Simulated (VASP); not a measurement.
VASP input:

### INCAR
```
# general
SYSTEM   =  Rb
PREC     =  Accurate
ENCUT    =  300
LREAL    =  F
LASPH    =  T

# electronic loop
EDIFF    =  1E-6
NELM     =  100
ALGO     =  Normal
LMAXMIX  =  4

# smearing
ISMEAR   =  -1
SIGMA    =  0.05

# ions
ISIF     =  2

# output
LWAVE    =  F
LCHARG   =  F
```

KPOINTS:
```
Regular mesh
0
G
  11 11 11
0 0 0
```

File POSCAR:
```
Rb
1
   -2.8250000000     2.8250000000     2.8250000000
    2.8250000000    -2.8250000000     2.8250000000
    2.8250000000     2.8250000000    -2.8250000000
Rb
1
Direct
  0.0000000000   0.0000000000   0.0000000000
```

POTCAR, in this order: Rb_sv (LDA.64 set). Program: vasp_std.

### Question
Translate this LDA calculation to Ansatz.

### Answer
One equivalent input (not run):
Ansatz 0.2 input:
```yaml
crystal:
  lattice:
    - [-2.8250000, 2.8250000, 2.8250000]
    - [2.8250000, -2.8250000, 2.8250000]
    - [2.8250000, 2.8250000, -2.8250000]
  atoms:
    - { symbol: Rb, position: [0.0000000, 0.0000000, 0.0000000] }
kpoints:
  mp_grid: { grid: [11, 11, 11] }
hamiltonian:
  xc: lda
  pseudopotentials: { kind: paw }
scf:
  occupations: { method: fermi_dirac, width: 0.05 }
  max_iter: 100
output: { forces: true, stress: true, eigenvalues: true }
```
The two are equivalent in intent, not identical: each code has its own PAW files, so the cut-off isn't converted (ENCUT is set for VASP's; basis.ecutwfc is left out, and Ansatz then takes the one that its files recommend); Ansatz stops its SCF on the density residual and VASP on the energy change (EDIFF); Ansatz's lda is the Perdew-Wang form, while the LDA potentials of VASP carry Perdew-Zunger's.

The structure is a typed Rb crystal (Im-3m). The cell was not relaxed at this level. The run is one of a series of settings (GGA removed, POTCAR Rb_sv (LDA.64 set) against the base run), some of them coarse on purpose.
